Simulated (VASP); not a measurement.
An input for Ansatz (written as the equivalent of a VASP run, and not itself run):

Ansatz 0.2 input:
```yaml
crystal:
  lattice:
    - [3.9889580, 0.0000000, 0.0000000]
    - [0.0000000, 3.9889580, 0.0000000]
    - [0.0000000, 0.0000000, 3.9889580]
  atoms:
    - { symbol: Sr, position: [0.0000000, 0.0000000, 0.0000000] }
    - { symbol: Ti, position: [0.5000000, 0.5000000, 0.5000000] }
    - { symbol: O, position: [0.5000000, 0.0000000, 0.5000000] }
    - { symbol: O, position: [0.0000000, 0.5000000, 0.5000000] }
    - { symbol: O, position: [0.5000000, 0.5000000, 0.0000000] }
kpoints:
  mp_grid: { grid: [6, 6, 6] }
hamiltonian:
  xc: pbe
  pseudopotentials: { kind: paw }
scf:
  occupations: { method: fermi_dirac, width: 0.02 }
  max_iter: 100
output: { forces: true, stress: true, eigenvalues: true }
```

Q: Write the VASP files for the same calculation (PBE).

A: One answer among several that fit: 
### POSCAR
```
SrTiO3
1
    3.9889580000     0.0000000000     0.0000000000
    0.0000000000     3.9889580000     0.0000000000
    0.0000000000     0.0000000000     3.9889580000
Sr Ti O
1 1 3
Direct
  0.0000000000   0.0000000000   0.0000000000
  0.5000000000   0.5000000000   0.5000000000
  0.5000000000   0.0000000000   0.5000000000
  0.0000000000   0.5000000000   0.5000000000
  0.5000000000   0.5000000000   0.0000000000
```

KPOINTS:
```
Automatic mesh
0
Gamma
6 6 6
0 0 0
```

**INCAR**
```
# general
SYSTEM =SrTiO3
PREC   =Accurate
ENCUT  =400
LREAL  =F
LASPH  =T

# electronic loop
EDIFF  =1E-6
NELM   =100
ALGO   =Normal
LMAXMIX=4

# smearing
ISMEAR =-1
SIGMA  =0.02

# functional
GGA    =PE

# ions
ISIF   =2

# output
LWAVE  =F
LCHARG =F
```

POTCAR, in this order: Sr_sv Ti_sv O (PBE.64 set). Program: vasp_std.

What does not carry over: each code has its own PAW files, so the cut-off isn't converted (ENCUT is set for VASP's; basis.ecutwfc is left out, and Ansatz then takes the one that its files recommend); Ansatz stops its SCF on the density residual and VASP on the energy change (EDIFF).

The structure is a typed SrTiO3 crystal (Pm-3m). The cell was not relaxed at this level.
